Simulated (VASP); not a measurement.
# YSi with PBEsol: from relaxation to properties, part 2 of 5

What structure and properties does PBEsol give YSi, and how near are they to the measured ones? The start is a computed cell from the Materials Project.

VASP 6.6.1, plane waves and PAW; the level of theory is named at each step.

Still holding for the runs below: The k-mesh is coarse for a metal.

So far. Step 2 (Relaxing cell and atoms (PBEsol)): It ends with a largest force of 0.007 eV/Å and a pressure of 0.00 GPa. Step 3 (Second relaxation): It ends with a largest force of 0.007 eV/Å and a pressure of -0.01 GPa. The volume moved by under 0.01 %: the run met its threshold at the first step.

## 4. Density, ELF and potential (PBEsol)

Level of this step: PBEsol; plane waves and PAW (Y_sv, Si) (VASP).

The relaxed cell gets a fresh self-consistent run, on a basis set for its own volume, to fix the density and to check the remaining stress.

INCAR reads:

```
SYSTEM = YSi
PREC = Accurate
ENCUT = 400
EDIFF = 1E-06
NELM = 100
ISMEAR = 0
SIGMA = 0.05
LREAL = .FALSE.
ALGO = Normal
GGA = PS
NBANDS = 21
LASPH = .TRUE.
LORBIT = 11
LWAVE = .FALSE.
LCHARG = .TRUE.
ISIF = 2
LELF = .TRUE.
LVHAR = .TRUE.
```

POSCAR reads:

```
YSi
1.0
    2.1154713214     -5.2237202498      0.0000000000
    2.1154713214      5.2237202498      0.0000000000
    0.0000000000      0.0000000000      3.8125159198
Y Si
2 2
Direct
    0.1401117856      0.8598882144      0.2500000000
    0.8598882144      0.1401117856      0.7500000000
    0.4237875938      0.5762124062      0.2500000000
    0.5762124062      0.4237875938      0.7500000000
```

KPOINTS reads:

```
Automatic mesh
0
Gamma
7 7 7
0 0 0
```

Potentials, in the order of the species: Y_sv and Si (PBE family, release 64).

Command:

```
$ mpirun -np 4 vasp_std
```

Log:

```text
[banner, memory and clock lines left out]
running    4 mpi-ranks, on    1 nodes
 distrk:  each k-point on    4 cores,    1 groups
 distr:  one band on    1 cores,    4 groups

 POSCAR found type information on POSCAR Y Si
 POSCAR found :  2 types and       4 ions
 [... a notice as in an earlier step ...]

 LDA part: xc-table for (Slater+PW92), standard interpolation
|                                                                             |
|           W    W    AA    RRRRR   N    N  II  N    N   GGGG   !!!           |
|           W    W   A  A   R    R  NN   N  II  NN   N  G    G  !!!           |
|           W    W  A    A  R    R  N N  N  II  N N  N  G       !!!           |
|           W WW W  AAAAAA  RRRRR   N  N N  II  N  N N  G  GGG   !            |
|           WW  WW  A    A  R   R   N   NN  II  N   NN  G    G                |
|           W    W  A    A  R    R  N    N  II  N    N   GGGG   !!!           |
|                                                                             |
|     The number of bands has been changed from the values supplied in        |
|     The orbitals not found in the WAVECAR file will be initialized with     |
|     random numbers, which is usually adequate. For correlated               |
|     calculations, however, you should redo the groundstate calculation.     |
|     I found NBANDS = 21. Now, NBANDS = 24.                                  |
|                                                                             |

 POSCAR, INCAR and KPOINTS ok, starting setup
 FFT: planning ... GRIDC
 FFT: planning ... GRID_SOFT
 FFT: planning ... GRID
 WAVECAR not read
 entering main loop
       N       E                     dE             d eps       ncg     rms          rms(c)
DAV:   1     0.100606820557E+03    0.10061E+03   -0.12321E+04  3080   0.970E+02
DAV:   2    -0.208479387600E+02   -0.12145E+03   -0.11571E+03  3672   0.233E+02
DAV:   3    -0.298728255386E+02   -0.90249E+01   -0.89299E+01  5552   0.411E+01
DAV:   4    -0.301725944325E+02   -0.29977E+00   -0.29935E+00  3816   0.790E+00
DAV:   5    -0.301800046949E+02   -0.74103E-02   -0.74093E-02  4760   0.110E+00    0.425E+01
DAV:   6    -0.289567998416E+02    0.12232E+01   -0.22527E+00  3728   0.663E+00    0.290E+01
DAV:   7    -0.289017105657E+02    0.55089E-01   -0.19188E+00  4712   0.605E+00    0.520E+00
DAV:   8    -0.288352362232E+02    0.66474E-01   -0.49735E-01  3616   0.317E+00    0.139E+00
DAV:   9    -0.288333389654E+02    0.18973E-02   -0.29082E-02  4176   0.841E-01    0.336E-01
DAV:  10    -0.288332674279E+02    0.71538E-04   -0.14764E-03  4608   0.237E-01    0.697E-02
DAV:  11    -0.288332523228E+02    0.15105E-04   -0.61824E-05  4488   0.436E-02    0.486E-02
DAV:  12    -0.288332494715E+02    0.28513E-05   -0.13043E-05  4064   0.193E-02    0.270E-02
DAV:  13    -0.288332496318E+02   -0.16033E-06   -0.28432E-06  3376   0.920E-03
   1 F= -.28833250E+02 E0= -.28830941E+02  d E =-.461823E-02
```

Elapsed: 34 s, on 4 MPI ranks of AMD EPYC 7R43, shared host; peak memory 0.59 GiB.

From OUTCAR (step 4):

```text
 Found     64 irreducible k-points:

   k-points           NKPTS =     64   k-points in BZ     NKDIM =     64   number of bands    NBANDS=     24

   NELECT =      30.0000    total number of electrons

 E-fermi :   5.6509

 k-point     1 :       0.0000    0.0000    0.0000
  band No.  band energies     occupation
    ...
     10      -0.3820      2.00000
     11       2.8349      2.00000
     12       3.3106      2.00000
     13       3.9831      2.00000
     14       4.2930      2.00000
     15       5.8532      0.00000
     16       6.4239      0.00000
     17       7.3791      0.00000
     18       8.2219      0.00000
     19       8.2611      0.00000
    ...

 k-point     2 :       0.1429    0.0000    0.0000
  band No.  band energies     occupation
    ...
     10      -0.2641      2.00000
     11       2.1042      2.00000
     12       3.8470      2.00000
     13       3.8550      2.00000
     14       4.3013      2.00000
     15       5.9371      0.00000
     16       6.2553      0.00000
     17       6.9413      0.00000
     18       7.3793      0.00000
     19       8.4059      0.00000
    ...

  Total        0.0111467     -0.0144355     -0.0096488      0.0000000      0.0000000      0.0000000
  in kB        0.2119474     -0.2744822     -0.1834656      0.0000000      0.0000000      0.0000000
  external PRESSURE =      -0.0820001 kB  Pullay stress =       0.0000000 kB

 POSITION                                       TOTAL-FORCE (eV/Angst)
 -----------------------------------------------------------------------------------
      2.11547      3.75991      0.95313         0.000000      0.006739      0.000000
      2.11547     -3.75991      2.85939         0.000000     -0.006739     -0.000000
      2.11547      0.79622      0.95313         0.000000      0.000673     -0.000000
      2.11547     -0.79622      2.85939         0.000000     -0.000673     -0.000000
 -----------------------------------------------------------------------------------
    total drift:                                0.000000      0.000000      0.000000

  FREE ENERGIE OF THE ION-ELECTRON SYSTEM (eV)
  ---------------------------------------------------
  free  energy   TOTEN  =       -28.8332496318 eV

  energy  without entropy=      -28.8286314055  energy(sigma->0) =      -28.83094052

 total charge
# of ion       s       p       d       f       tot
--------------------------------------------------
    1        2.188   6.383   1.097   0.029   9.698
    2        2.188   6.383   1.097   0.029   9.698
    3        0.763   0.911   0.000   0.000   1.674
    4        0.763   0.911   0.000   0.000   1.674
--------------------------------------------------
tot          5.903  14.589   2.194   0.058  22.744

[... 8 parts as in an earlier step ...]

[... 5 further parts left out ...]
```

Numbers from this step:

| Property | Result |
| --- | --- |
| SCF cycles | 13 |
| bands | 24 |
| pressure | -0.008200 GPa |

Valence electrons inside each PAW sphere by angular momentum. Sphere charges, by row:

| atom | s (e) | p (e) | d (e) | f (e) | tot (e) |
| --- | --- | --- | --- | --- | --- |
| Y1 | 2.188 | 6.383 | 1.097 | 0.029 | 9.698 |
| Y2 | 2.188 | 6.383 | 1.097 | 0.029 | 9.698 |
| Si3 | 0.763 | 0.911 | 0 | 0 | 1.674 |
| Si4 | 0.763 | 0.911 | 0 | 0 | 1.674 |

Electrostatic potential energy in the bc plane of the conventional cell at fractional x = 0.500, with atoms of Y and Si within 0.2 Å of it. With pseudopotentials it is smooth inside the atoms' cores, unlike the true potential.

Values in eV, 6 rows by 16 columns, each cell a mean:
```
-25 -48 -13  -1  -9 -18 -17  -7   0  -1  -3   0   2   2   0  -2
-50 -77 -28  -2 -13 -23 -21  -9   1   2   1   2   3   3   2  -2
-15 -31  -7   0  -7 -16 -14  -5   0  -4  -6  -2   2   2  -2  -3
 -4   0   2   3   1  -3  -2   0  -4 -15 -19 -12  -2  -6 -42 -36
 -7   2   3   3   3   2   2   2  -6 -19 -24 -16  -4 -14 -72 -65
 -4  -2   1   2  -1  -6  -5  -1  -3 -13 -16 -10  -1  -3 -26 -22
```
Columns run along b (10.4 Å; values clipped at the 3rd and 97th percentile), rows up along c (3.8 Å), edges of the conventional cell, whose origin can differ from the input's. Atoms in or near the plane, at fractional coordinates: Y at (0.36, 0.75), Y at (0.64, 0.25), Si at (0.08, 0.75), Si at (0.92, 0.25).

ELF in the bc plane of the conventional cell at fractional x = 0.500, with atoms of Y and Si within 0.2 Å of it. It is the smooth field of the valence electrons, not physical close to the nuclei.

Ten even steps from '0' (0.10) to '9' (0.80), each cell a mean:
```
97689840377741000000003677678
63159931688873022100135544357
51049932688883023211245543246
85369931588862011000024555567
98789840256520000122103688789
98767652000000003677512799778
76434554200122016888731797325
65323454311233016888841797103
86555553100011005788721798447
98778741012200001466302799789
```
Columns run along b (10.4 Å), rows up along c (3.8 Å), edges of the conventional cell, whose origin can differ from the input's. Atoms in or near the plane, at fractional coordinates: Y at (0.36, 0.75), Y at (0.64, 0.25), Si at (0.08, 0.75), Si at (0.92, 0.25).

Valence density in the bc plane of the conventional cell at fractional x = 0.500, with atoms of Y and Si within 0.2 Å of it. It is the smooth field of the valence electrons, not physical close to the nuclei.

Values in e/Å³, 6 rows by 16 columns, each cell a mean:
```
0.4 0.3 0.3 0.2 0.6 2.3 1.9 0.3 0.1 0.1 0.2 0.1 0.1 0.1 0.2 0.3
0.3 0.0 0.4 0.2 1.0 3.9 3.4 0.6 0.1 0.1 0.1 0.1 0.1 0.1 0.1 0.3
0.4 0.4 0.3 0.2 0.4 1.5 1.3 0.2 0.1 0.2 0.3 0.1 0.1 0.2 0.2 0.3
0.3 0.2 0.1 0.1 0.1 0.2 0.2 0.1 0.2 1.4 2.5 0.9 0.2 0.3 0.3 0.4
0.3 0.2 0.1 0.1 0.1 0.1 0.1 0.1 0.3 2.5 4.3 1.7 0.2 0.4 0.1 0.2
0.4 0.3 0.2 0.1 0.1 0.3 0.2 0.1 0.2 0.9 1.7 0.6 0.2 0.3 0.3 0.4
```
Columns run along b (10.4 Å), rows up along c (3.8 Å), edges of the conventional cell, whose origin can differ from the input's. Atoms in or near the plane, at fractional coordinates: Y at (0.36, 0.75), Y at (0.64, 0.25), Si at (0.08, 0.75), Si at (0.92, 0.25).

In this run the pressure is -0.01 GPa, small enough to go on.

## 5. Band structure (PBEsol)

Levels along the symmetry lines show where the bands peak and cross; KPOINTS_OPT computes them in the converged potential.

INCAR reads:

```
SYSTEM = YSi
PREC = Accurate
ENCUT = 400
EDIFF = 1E-06
NELM = 100
ISMEAR = 0
SIGMA = 0.05
LREAL = .FALSE.
ALGO = Normal
GGA = PS
NBANDS = 29
LASPH = .TRUE.
LORBIT = 11
LWAVE = .FALSE.
LCHARG = .FALSE.
KPAR = 4
```

POSCAR is that of step 4.

KPOINTS is that of step 4.

KPOINTS_OPT reads:

```
Line mode
16
Line-mode
Reciprocal
  0.00000000   0.00000000   0.00000000 GAMMA
  0.29100100   0.29100100   0.00000000 X

  0.29100100   0.29100100   0.00000000 X
  0.00000000   0.50000000   0.00000000 S

  0.00000000   0.50000000   0.00000000 S
  0.00000000   0.50000000   0.50000000 R

  0.00000000   0.50000000   0.50000000 R
  0.29100100   0.29100100   0.50000000 A

  0.29100100   0.29100100   0.50000000 A
  0.00000000   0.00000000   0.50000000 Z

  0.00000000   0.00000000   0.50000000 Z
  0.00000000   0.00000000   0.00000000 GAMMA

  0.00000000   0.00000000   0.00000000 GAMMA
 -0.50000000   0.50000000   0.00000000 Y

 -0.50000000   0.50000000   0.00000000 Y
 -0.29100100   0.70899900   0.00000000 X1

 -0.29100100   0.70899900   0.00000000 X1
 -0.29100100   0.70899900   0.50000000 A1

 -0.29100100   0.70899900   0.50000000 A1
 -0.50000000   0.50000000   0.50000000 T

 -0.50000000   0.50000000   0.50000000 T
 -0.50000000   0.50000000   0.00000000 Y

  0.00000000   0.00000000   0.50000000 Z
 -0.50000000   0.50000000   0.50000000 T
```

Command:

```
$ mpirun -np 4 vasp_std
```

Log:

```text
[... set-up lines as in an earlier step ...]
 entering main loop
       N       E                     dE             d eps       ncg     rms          rms(c)
DAV:   1     0.103325291072E+03    0.10333E+03   -0.11699E+04  3720   0.798E+02
DAV:   2    -0.207719185525E+02   -0.12410E+03   -0.11812E+03  4412   0.208E+02
DAV:   3    -0.297735537151E+02   -0.90016E+01   -0.88520E+01  6126   0.366E+01
DAV:   4    -0.301719910590E+02   -0.39844E+00   -0.39753E+00  4927   0.748E+00
DAV:   5    -0.301799193482E+02   -0.79283E-02   -0.79271E-02  5207   0.970E-01    0.425E+01
DAV:   6    -0.289596854745E+02    0.12202E+01   -0.13005E+00  4359   0.549E+00    0.290E+01
DAV:   7    -0.288967143159E+02    0.62971E-01   -0.12818E+00  4988   0.501E+00    0.505E+00
DAV:   8    -0.288354166345E+02    0.61298E-01   -0.31508E-01  4212   0.260E+00    0.121E+00
DAV:   9    -0.288333913218E+02    0.20253E-02   -0.25830E-02  4441   0.716E-01    0.303E-01
DAV:  10    -0.288332746954E+02    0.11663E-03   -0.12722E-03  5049   0.183E-01    0.912E-02
DAV:  11    -0.288332510065E+02    0.23689E-04   -0.80511E-05  4831   0.441E-02    0.331E-02
DAV:  12    -0.288332496527E+02    0.13538E-05   -0.70468E-06  5012   0.129E-02    0.164E-02
DAV:  13    -0.288332495802E+02    0.72498E-07   -0.57552E-07  2794   0.399E-03
   1 F= -.28833250E+02 E0= -.28830940E+02  d E =-.461919E-02
 Start KPOINTS_OPT (optional k-point list driver)
k-point batch [1-64\192]
       N       E                     dE             ncg
DAV:   1    -0.112692769318E+05   -0.55577E+05     3712
DAV:   2    -0.195586993780E+05   -0.82894E+04     4418
DAV:   3    -0.202156838939E+05   -0.65698E+03     6256
DAV:   4    -0.202438298284E+05   -0.28146E+02     4835
DAV:   5    -0.202443646393E+05   -0.53481E+00     4932
DAV:   6    -0.202443726359E+05   -0.79966E-02     4741
DAV:   7    -0.202443728936E+05   -0.25765E-03     4731
DAV:   8    -0.202443729035E+05   -0.99111E-05     4128
DAV:   9    -0.202443729039E+05   -0.39492E-06     2876
[...]
k-point batch [129-192\192]
       N       E                     dE             ncg
DAV:   1    -0.113924321135E+05   -0.59900E+05     3712
DAV:   2    -0.196429660744E+05   -0.82505E+04     4512
DAV:   3    -0.202758995013E+05   -0.63293E+03     6342
DAV:   4    -0.203013788386E+05   -0.25479E+02     4877
DAV:   5    -0.203018116909E+05   -0.43285E+00     5119
DAV:   6    -0.203018173467E+05   -0.56557E-02     4811
DAV:   7    -0.203018175252E+05   -0.17852E-03     4766
DAV:   8    -0.203018175318E+05   -0.66491E-05     4075
DAV:   9    -0.203018175321E+05   -0.27254E-06     2966
```

The job ended after 89 s (4 MPI ranks; peak memory 1.1 GiB).

OUTCAR, selected parts (step 5):

```text
   k-points           NKPTS =     64   k-points in BZ     NKDIM =     64   number of bands    NBANDS=     29

   NELECT =      30.0000    total number of electrons

 E-fermi :   5.6509

 k-point     1 :       0.0000    0.0000    0.0000
  band No.  band energies     occupation
    ...
     10      -0.3819      2.00000
     11       2.8350      2.00000
     12       3.3106      2.00000
     13       3.9832      2.00000
     14       4.2929      2.00000
     15       5.8532      0.00000
     16       6.4239      0.00000
     17       7.3790      0.00000
     18       8.2218      0.00000
     19       8.2611      0.00000
    ...

  Total        0.0122753     -0.0136299     -0.0084091      0.0000000     -0.0000000      0.0000000
  in kB        0.2334061     -0.2591647     -0.1598934      0.0000000     -0.0000000      0.0000000
  external PRESSURE =      -0.0618840 kB  Pullay stress =       0.0000000 kB

 POSITION                                       TOTAL-FORCE (eV/Angst)
 -----------------------------------------------------------------------------------
      2.11547      3.75991      0.95313         0.000000      0.006735      0.000000
      2.11547     -3.75991      2.85939         0.000000     -0.006735     -0.000000
      2.11547      0.79622      0.95313         0.000000      0.000687      0.000000
      2.11547     -0.79622      2.85939         0.000000     -0.000687     -0.000000
 -----------------------------------------------------------------------------------
    total drift:                                0.000000      0.000000      0.000000

  FREE ENERGIE OF THE ION-ELECTRON SYSTEM (eV)
  ---------------------------------------------------
  free  energy   TOTEN  =       -28.8332495802 eV

  energy  without entropy=      -28.8286303949  energy(sigma->0) =      -28.83093999

[... 10 parts as in an earlier step ...]

[... 6 further parts left out ...]
```

Numbers from this step:

```yaml
bands: 29
pressure: -0.006188 GPa
```

The electronic bands at the labelled points (eV, zero at the Fermi level; # counts the bands kept, so #1 is VASP's band 9):

| point | #4 | #5 | #6 | #7 | #8 | #9 | #10 | #11 |
| --- | --- | --- | --- | --- | --- | --- | --- | --- |
| Γ | -2.34 | -1.67 | -1.36 | 0.20 | 0.77 | 1.73 | 2.57 | 2.61 |
| 0.47 of the way | -2.04 | -1.80 | -1.55 | 0.25 | 0.97 | 1.16 | 1.49 | 2.28 |
| X | -2.41 | -2.20 | -1.85 | 0.59 | 0.65 | 1.24 | 1.62 | 2.08 |
| 0.53 of the way | -2.64 | -2.40 | -1.77 | 0.44 | 0.81 | 1.28 | 2.14 | 2.15 |
| S | -2.89 | -2.39 | -1.77 | 0.35 | 0.84 | 1.32 | 2.26 | 2.54 |
| 0.47 of the way | -2.96 | -2.55 | -1.90 | -0.45 | 0.35 | 2.29 | 2.76 | 2.96 |
| R | -3.16 | -2.23 | -2.23 | -0.43 | -0.43 | 3.16 | 3.16 | 3.67 |
| 0.53 of the way | -3.29 | -2.14 | -2.14 | -0.35 | -0.35 | 2.81 | 2.81 | 3.61 |
| A | -3.45 | -2.04 | -2.04 | -0.26 | -0.26 | 2.34 | 2.34 | 3.87 |
| 0.53 of the way | -2.93 | -2.24 | -2.24 | -0.72 | -0.72 | 2.59 | 2.59 | 4.04 |
| Z | -3.01 | -2.15 | -2.15 | -1.01 | -1.01 | 3.06 | 3.06 | 3.64 |
| 0.53 of the way | -2.40 | -2.38 | -0.78 | -0.47 | 0.04 | 1.44 | 2.16 | 2.70 |
| Γ | -2.34 | -1.67 | -1.36 | 0.20 | 0.77 | 1.73 | 2.57 | 2.61 |
| 0.53 of the way | -2.21 | -1.79 | -1.23 | -0.28 | 1.05 | 1.94 | 1.98 | 2.14 |
| Y | -2.03 | -1.89 | -1.15 | -0.76 | 1.44 | 1.74 | 2.08 | 2.28 |
| 0.53 of the way | -2.17 | -2.00 | -0.90 | -0.30 | 0.61 | 1.31 | 1.74 | 1.99 |
| X1 | -2.41 | -2.20 | -1.85 | 0.59 | 0.65 | 1.24 | 1.62 | 2.08 |
| 0.53 of the way | -3.45 | -2.14 | -1.76 | -0.35 | 0.15 | 1.58 | 2.87 | 3.21 |
| A1 | -3.45 | -2.04 | -2.04 | -0.26 | -0.26 | 2.34 | 2.34 | 3.87 |
| 0.53 of the way | -3.86 | -1.81 | -1.81 | 0.38 | 0.38 | 0.65 | 0.65 | 3.75 |
| T | -3.91 | -1.68 | -1.68 | -0.10 | -0.10 | 1.57 | 1.57 | 2.10 |
| 0.47 of the way | -2.21 | -1.97 | -0.88 | -0.63 | 0.88 | 0.95 | 1.58 | 2.18 |
| Y | -2.03 | -1.89 | -1.15 | -0.76 | 1.44 | 1.74 | 2.08 | 2.28 |
| jump to Z | -3.01 | -2.15 | -2.15 | -1.01 | -1.01 | 3.06 | 3.06 | 3.64 |
| 0.53 of the way | -3.52 | -1.92 | -1.92 | -0.60 | -0.60 | 2.30 | 2.30 | 2.88 |
| T | -3.91 | -1.68 | -1.68 | -0.10 | -0.10 | 1.57 | 1.57 | 2.10 |

Of the projections kept (Y, Si), the largest for each band there; the rest of the weight can lie on other orbitals:

| point | #4 | #5 | #6 | #7 | #8 | #9 | #10 | #11 |
| --- | --- | --- | --- | --- | --- | --- | --- | --- |
| Γ | Y 0.56 | Si 0.70 | Y 0.90 | Y 0.97 | Y 0.74 | Y 0.95 | Y 1.00 | Y 1.00 |
| X | Si 0.60 | Y 0.68 | Y 0.58 | Y 0.78 | Y 0.95 | Y 0.50 | Y 0.85 | Y 0.99 |
| S | Y 0.73 | Si 0.61 | Y 0.62 | Y 0.82 | Y 0.96 | Y 0.64 | Y 0.95 | Y 0.85 |
| R | Y 0.50 | Y 0.65 | Y 0.65 | Y 0.94 | Y 0.94 | Y 0.98 | Y 0.98 | Y 0.75 |
| A | Y 0.53 | Y 0.63 | Y 0.63 | Y 0.96 | Y 0.96 | Y 0.84 | Y 0.84 | Y 0.89 |
| Z | Si 0.52 | Y 0.65 | Y 0.65 | Y 0.85 | Y 0.85 | Y 0.82 | Y 0.82 | Y 1.00 |

There is no gap at this level.

Of the bands kept, 2 cross the Fermi level on this path.

(Part 2 of 5 ends here.)

[Lines on the potential files, build, host, timing and source positions are cut from VASP's logs without a mark.]

[Logs are printed without paths, hosts, clocks, repeated set-up lines and the standing remarks that a program may print on its own settings, such as how far it seeks lower states.]

[Hosts, paths, dates, database ids (printed as entryN), source tags and the programs' standing remarks are cut or masked in the printed files.]

[A measured line is paired with the nearest computed mode of its activity, which favours agreement.]
